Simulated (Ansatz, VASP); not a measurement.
# GaAs in two plane-wave programs, part 2 of 2

One calculation is typed for both programs; each brings its own data sets. How far apart do they land? The structure shown comes from an earlier Ansatz run, which isn't shown and may have moved the atoms alone.

VASP 6.6.1 and Ansatz 0.2.0.

So far: The structure; Ansatz: elastic constants, LDA.

## (3) VASP: elastic constants, LDA

Level of this step: LDA; plane waves and PAW (Ga_d, As) (VASP).

The same cell, functional (in two slightly different forms), mesh and smearing now go to VASP, with its own data sets.

Lines of VASP's logs that name or quote its potential files are left out, and so is its time.

The input, INCAR:

```
SYSTEM = GaAs
PREC = Accurate
ENCUT = 500
EDIFF = 1E-08
NELM = 120
ISMEAR = 0
SIGMA = 0.01
LREAL = .FALSE.
ALGO = Normal
GGA = PW92
NBANDS = 15
LORBIT = 11
LWAVE = .FALSE.
LCHARG = .FALSE.
ISIF = 3
IBRION = 6
NFREE = 2
POTIM = 0.015
NSW = 1
LASPH = .TRUE.
GGA_COMPAT = .FALSE.
EFERMI = MIDGAP
```

The input, POSCAR:

```
GaAs
1.0
    0.0000000000      2.8268500000      2.8268500000
    2.8268500000      0.0000000000      2.8268500000
    2.8268500000      2.8268500000      0.0000000000
Ga As
1 1
Direct
    0.0000000000      0.0000000000      0.0000000000
    0.2500000000      0.2500000000      0.2500000000
```

The input, KPOINTS:

```
Automatic mesh
0
Gamma
6 6 6
0 0 0
```

PAW data sets: Ga_d and As (LDA family, release 64).

On the command line:

```sh
mpirun -np 1 vasp_std
```

Numbers of over 12 decimals in the logs are rounded to 6 here.

The log of the run:

```text
[banner, memory and clock lines left out]
running    1 mpi-ranks, on    1 nodes
 distrk:  each k-point on    1 cores,    1 groups
 distr:  one band on    1 cores,    1 groups

 POSCAR found type information on POSCAR GaAs
 POSCAR found :  2 types and       2 ions
|                                                                             |
|               ----> ADVICE to this user running VASP <----                  |
|                                                                             |
|     You enforced a specific xc type in the INCAR file but a different       |
|     [... a line on the potential file left out ...]
|     I HOPE YOU KNOW WHAT YOU ARE DOING!                                     |
|                                                                             |

 LDA part: xc-table for (Slater(with rela. corr.)+PW92), standard interpolation
 POSCAR, INCAR and KPOINTS ok, starting setup
 FFT: planning ... GRIDC
 FFT: planning ... GRID_SOFT
 FFT: planning ... GRID
 WAVECAR not read
 entering main loop
       N       E                     dE             d eps       ncg     rms          rms(c)
DAV:   1     0.787125082438E+02    0.78713E+02   -0.89470E+03   488   0.157E+03
DAV:   2    -0.370276339678E+01   -0.82415E+02   -0.79518E+02   536   0.301E+02
DAV:   3    -0.973881487185E+01   -0.60361E+01   -0.60155E+01   557   0.673E+01
DAV:   4    -0.983530762210E+01   -0.96493E-01   -0.96474E-01   585   0.954E+00
DAV:   5    -0.983682304540E+01   -0.15154E-02   -0.15154E-02   585   0.107E+00    0.298E+00
DAV:   6    -0.964876839786E+01    0.18805E+00   -0.23219E-01   755   0.865E+00    0.174E+00
DAV:   7    -0.960727924627E+01    0.41489E-01   -0.65202E-02   644   0.195E+00    0.523E-01
DAV:   8    -0.960395459258E+01    0.33247E-02   -0.92115E-03   627   0.110E+00    0.101E-01
DAV:   9    -0.960393239593E+01    0.22197E-04   -0.72035E-04   607   0.354E-01    0.426E-02
DAV:  10    -0.960393916375E+01   -0.67678E-05   -0.40357E-05   724   0.655E-02    0.226E-02
DAV:  11    -0.960394439037E+01   -0.52266E-05   -0.69709E-06   557   0.421E-02    0.233E-03
DAV:  12    -0.960394427353E+01    0.11684E-06   -0.49805E-07   659   0.102E-02    0.187E-03
DAV:  13    -0.960394427577E+01   -0.22401E-08   -0.76013E-08   593   0.216E-03
   1 F= -.96039443E+01 E0= -.96039443E+01  d E =-.137782-118
[... from here on, the cycles between the ionic steps are left out ...]
   2 F= -.95933613E+01 E0= -.95933613E+01  d E =-.200887E-40
   3 F= -.96075429E+01 E0= -.96075429E+01  d E =-.386483-161
   9 F= -.96016408E+01 E0= -.96016408E+01  d E =-.556331-103
  10 F= -.96016410E+01 E0= -.96016410E+01  d E =-.556164-103
  11 F= -.96016408E+01 E0= -.96016408E+01  d E =-.561062-103
  12 F= -.96016410E+01 E0= -.96016410E+01  d E =-.556082-103
  13 F= -.96016408E+01 E0= -.96016408E+01  d E =-.557039-103
  14 F= -.96029219E+01 E0= -.96029219E+01  d E =-.875410E-89
  15 F= -.96029219E+01 E0= -.96029219E+01  d E =-.859380E-89
  16 F= -.96029166E+01 E0= -.96029166E+01  d E =-.872309E-89
 Finite differences progress:
  Degree of freedom:   8/  8
  Displacement:        1/  2
  Total:              15/ 16
 bond charge predicted
       N       E                     dE             d eps       ncg     rms          rms(c)
DAV:   1    -0.960226018260E+01    0.65637E-03   -0.28907E-01  1415   0.229E+00    0.141E-01
DAV:   2    -0.960300894462E+01   -0.74876E-03   -0.10101E-02  1828   0.647E-01    0.659E-02
DAV:   3    -0.960292181825E+01    0.87126E-04   -0.16212E-04  1629   0.137E-01    0.201E-02
DAV:   4    -0.960291654940E+01    0.52688E-05   -0.23084E-05  1952   0.453E-02    0.440E-03
DAV:   5    -0.960291655569E+01   -0.62905E-08   -0.25177E-06  1570   0.146E-02    0.770E-04
DAV:   6    -0.960291656804E+01   -0.12351E-07   -0.11520E-07  1843   0.340E-03    0.418E-04
DAV:   7    -0.960291656790E+01    0.14415E-09   -0.54918E-09  1124   0.767E-04
  17 F= -.96029166E+01 E0= -.96029166E+01  d E =-.881365E-89
 Finite differences progress:
  Degree of freedom:   8/  8
  Displacement:        2/  2
  Total:              16/ 16
```

From OUTCAR (step 3):

```text
ion  position               nearest neighbor table
   1  0.000  0.000  0.000-   2 2.45   2 2.45   2 2.45   2 2.45
   2  0.250  0.250  0.250-   1 2.45   1 2.45   1 2.45   1 2.45

  LATTYP: Found a face centered cubic cell.
 ALAT       =     5.6537000000

 Subroutine GETGRP returns: Found 24 space group operations
 (whereof 24 operations were pure point group operations)

The static configuration has the point symmetry T_d .

 Found     16 irreducible k-points:

   k-points           NKPTS =     16   k-points in BZ     NKDIM =     16   number of bands    NBANDS=     15

   dimension x,y,z NGX =    30 NGY =   30 NGZ =   30
   dimension x,y,z NGXF=    60 NGYF=   60 NGZF=   60

   ENCUT  =  500.0 eV  36.75 Ry    6.06 a.u.   7.29  7.29  7.29*2*pi/ulx,y,z

   NELECT =      18.0000    total number of electrons

 k-points in reciprocal lattice and weights: Automatic mesh
   0.00000000  0.00000000  0.00000000       0.005
   0.16666667  0.00000000  0.00000000       0.037
   0.33333333  0.00000000  0.00000000       0.037
   0.50000000  0.00000000  0.00000000       0.019
   0.16666667  0.16666667  0.00000000       0.028
   0.33333333  0.16666667  0.00000000       0.111
   0.50000000  0.16666667  0.00000000       0.111
  -0.33333333  0.16666667  0.00000000       0.111
  -0.16666667  0.16666667  0.00000000       0.056
[...]
-0.33333333  0.33333333  0.16666667       0.111
  -0.33333333  0.50000000  0.16666667       0.056

 average (electrostatic) potential at core
       1 -67.5347       2 -53.7736

 E-fermi :   4.0006

 k-point     1 :       0.0000    0.0000    0.0000
  band No.  band energies     occupation
    ...
      5     -11.0561      2.00000
      6      -8.9508      2.00000
      7       3.7681      2.00000
      8       3.8155      2.00000
      9       3.8609      2.00000
     10       4.1403      0.00000
     11       7.4514      0.00000
     12       7.4821      0.00000
     13       7.5151      0.00000
     14      11.1507      0.00000
    ...

 k-point     2 :       0.1667    0.0000    0.0000
  band No.  band energies     occupation
    ...
      5     -11.0563      2.00000
      6      -8.6307      2.00000
      7       1.0182      2.00000
      8       3.4113      2.00000
      9       3.4713      2.00000
     10       5.3301      0.00000
     11       8.0008      0.00000
     12       8.0567      0.00000
     13       8.3849      0.00000
     14      12.5393      0.00000
    ...

 k-point     3 :       0.3333    0.0000    0.0000
  band No.  band energies     occupation
    ...
      5     -11.0545      2.00000
      6      -7.8003      2.00000
      7      -1.6478      2.00000
      8       2.8570      2.00000
      9       2.9191      2.00000
     10       4.9112      0.00000
     11       8.4159      0.00000
     12       8.5039      0.00000
     13      10.9077      0.00000
     14      12.3744      0.00000
    ...

  Total       -0.4749442     -0.4728620     -0.4728620      0.0000000      0.0988251      0.0000000
  in kB      -16.8428223    -16.7689816    -16.7689816      0.0000000      3.5046095      0.0000000
  external PRESSURE =     -16.7935952 kB  Pullay stress =       0.0000000 kB

  energy-cutoff  :      500.00
  volume of cell :       45.18
      direct lattice vectors                 reciprocal lattice vectors
     0.000000000  2.826850000  2.826850000    -0.176875321  0.176875321  0.176875321
     2.826850000  0.000000000  2.826850000     0.176875321 -0.176875321  0.176875321
     2.826850000  2.826850000  0.000000000     0.176875321  0.176875321 -0.176875321

 POSITION                                       TOTAL-FORCE (eV/Angst)
 -----------------------------------------------------------------------------------
      0.00000      0.00000      0.00000        -0.137030      0.000000      0.000000
      1.39842      1.41342      1.41342         0.137030      0.000000      0.000000
 -----------------------------------------------------------------------------------
    total drift:                               -0.000005      0.000000      0.000000

  FREE ENERGIE OF THE ION-ELECTRON SYSTEM (eV)
  ---------------------------------------------------
  free  energy   TOTEN  =        -9.6029165679 eV

  energy  without entropy=       -9.6029165679  energy(sigma->0) =       -9.60291657

  SYMMETRIZED ELASTIC MODULI (kBar)
 Direction    XX          YY          ZZ          XY          YZ          ZX
 --------------------------------------------------------------------------------
 XX        1117.0592    473.1736    473.1736     -0.0000      0.0000      0.0000
 YY         473.1736   1117.0592    473.1736     -0.0000      0.0000     -0.0000
 ZZ         473.1736    473.1736   1117.0592      0.0000     -0.0000     -0.0000
 XY          -0.0000     -0.0000      0.0000    728.0321      0.0000      0.0000
 YZ           0.0000      0.0000     -0.0000      0.0000    728.0321     -0.0000
 ZX           0.0000     -0.0000     -0.0000      0.0000     -0.0000    728.0321
 --------------------------------------------------------------------------------

 Eigenvectors and eigenvalues of the dynamical matrix
 ----------------------------------------------------

   1 f  =    7.859154 THz    49.380521 2PiTHz  262.153159 cm-1    32.502835 meV
             X         Y         Z           dx          dy          dz
      0.000000  0.000000  0.000000     0.000000    0.719459    0.000000
      1.413425  1.413425  1.413425     0.000000   -0.694535    0.000000

   2 f  =    7.859154 THz    49.380521 2PiTHz  262.153159 cm-1    32.502835 meV
             X         Y         Z           dx          dy          dz
      0.000000  0.000000  0.000000     0.719459    0.000000    0.000000
      1.413425  1.413425  1.413425    -0.694535    0.000000    0.000000

   3 f  =    7.859154 THz    49.380521 2PiTHz  262.153159 cm-1    32.502835 meV
             X         Y         Z           dx          dy          dz
      0.000000  0.000000  0.000000     0.000000    0.000000    0.719459
      1.413425  1.413425  1.413425     0.000000    0.000000   -0.694535

   4 f/i=    0.002758 THz     0.017327 2PiTHz    0.091989 cm-1     0.011405 meV
             X         Y         Z           dx          dy          dz
      0.000000  0.000000  0.000000    -0.694535    0.000000    0.000000
      1.413425  1.413425  1.413425    -0.719459    0.000000    0.000000

   5 f/i=    0.002758 THz     0.017327 2PiTHz    0.091989 cm-1     0.011405 meV
             X         Y         Z           dx          dy          dz
      0.000000  0.000000  0.000000     0.000000   -0.694535    0.000000
      1.413425  1.413425  1.413425     0.000000   -0.719459    0.000000

   6 f/i=    0.002758 THz     0.017327 2PiTHz    0.091989 cm-1     0.011405 meV
             X         Y         Z           dx          dy          dz
      0.000000  0.000000  0.000000     0.000000    0.000000   -0.694535
      1.413425  1.413425  1.413425     0.000000    0.000000   -0.719459

 ELASTIC MODULI CONTR FROM IONIC RELAXATION (kBar)
 Direction    XX          YY          ZZ          XY          YZ          ZX
 --------------------------------------------------------------------------------
 XX          -0.0000      0.0000      0.0000      0.0000     -0.0000     -0.0000
 YY           0.0000     -0.0000     -0.0000      0.0000      0.0000     -0.0000
 ZZ           0.0000     -0.0000     -0.0000     -0.0000      0.0000     -0.0000
 XY           0.0000      0.0000     -0.0000   -168.9005      0.0000      0.0000
 YZ          -0.0000      0.0000      0.0000      0.0000   -168.9005      0.0000
 ZX          -0.0000     -0.0000     -0.0000      0.0000      0.0000   -168.9005
 --------------------------------------------------------------------------------

 TOTAL ELASTIC MODULI (kBar)
 Direction    XX          YY          ZZ          XY          YZ          ZX
 --------------------------------------------------------------------------------
 XX        1117.0592    473.1736    473.1736     -0.0000     -0.0000     -0.0000
 YY         473.1736   1117.0592    473.1736     -0.0000      0.0000     -0.0000
 ZZ         473.1736    473.1736   1117.0592      0.0000     -0.0000     -0.0000
 XY          -0.0000     -0.0000      0.0000    559.1316      0.0000      0.0000
 YZ          -0.0000      0.0000     -0.0000      0.0000    559.1316     -0.0000
 ZX          -0.0000     -0.0000     -0.0000      0.0000     -0.0000    559.1316
 --------------------------------------------------------------------------------

 total charge
# of ion       s       p       d       tot
------------------------------------------
    1        0.891   0.808   9.993  11.692
    2        1.215   1.600   0.031   2.845
--------------------------------------------------
tot          2.106   2.408  10.024  14.537

[... 3 further parts left out ...]
```

Levels, forces or a CONTCAR printed for this step are those of its last displaced cell, not of the structure at rest.

## (4) Side by side

Known differences besides the potentials themselves: the data sets hold 28 valence electrons in Ansatz (on its default PAW (the set named soft_2) files) and 18 in VASP; the cutoff is 260 eV in Ansatz and 500 eV in VASP; VASP's log shows a relativistic correction to its local exchange, Ansatz's none; VASP takes each elastic constant from one size of strain, Ansatz from those that its log lists; Ansatz's log warns that its cutoff lies below the recommended one. Total energies have different zeros and are not compared.

The two programs side by side:

```csv
quantity,Ansatz,VASP,difference
C11 (GPa),90.7,111.7,-18.82 %
C22 (GPa),90.7,111.7,-18.82 %
C33 (GPa),90.7,111.7,-18.82 %
C12 (GPa),49.4,47.3,+4.31 %
C13 (GPa),49.4,47.3,+4.31 %
C23 (GPa),49.4,47.3,+4.31 %
C44 (GPa),65.6,55.9,+17.37 %
C55 (GPa),65.6,55.9,+17.37 %
C66 (GPa),65.6,55.9,+17.37 %
```

## (5) What the set-up changes

Further runs change the set-up of one program: Ansatz's method, potentials or start, or VASP's data sets, cutoff or form of LDA. The table gives Ansatz less VASP for each quantity, since a change that brings one quantity closer may part another.

```csv
run,C11 (%),C22 (%),C33 (%),C12 (%),C13 (%),C23 (%)
as above,-19,-19,-19,4.3,4.3,4.3
VASP with the data sets Ga_d and As_d and a cutoff of 600 eV,-18,-18,-18,5.1,5.1,5.1
```

## (6) Summary of results

| Quantity | Value |
| --- | --- |
| difference in C11 (elastic constants, LDA) | -19 % |

**Reading.** The difference in C11 is -19 % (elastic constants, LDA), beyond the 5 % picked in this series as the mark of a large difference. The data sets hold unlike numbers of valence electrons (28 in Ansatz and 18 in VASP), so part of the differences comes from the potentials. For elastic constants, LDA, no further run moves any of the tabulated differences by more than a quarter of its size. Such differences can come from data sets, numerical settings and the points named under the comparisons, not from the functional's error against experiment.

[Lines on the potential files, build, host, timing and source positions are cut from VASP's logs without a mark.]

[Logs are printed without paths, hosts, clocks, repeated set-up lines and the standing remarks that a program may print on its own settings, such as how far it seeks lower states.]

[Hosts, paths, dates, database ids (printed as entryN), source tags and the programs' standing remarks are cut or masked in the printed files.]
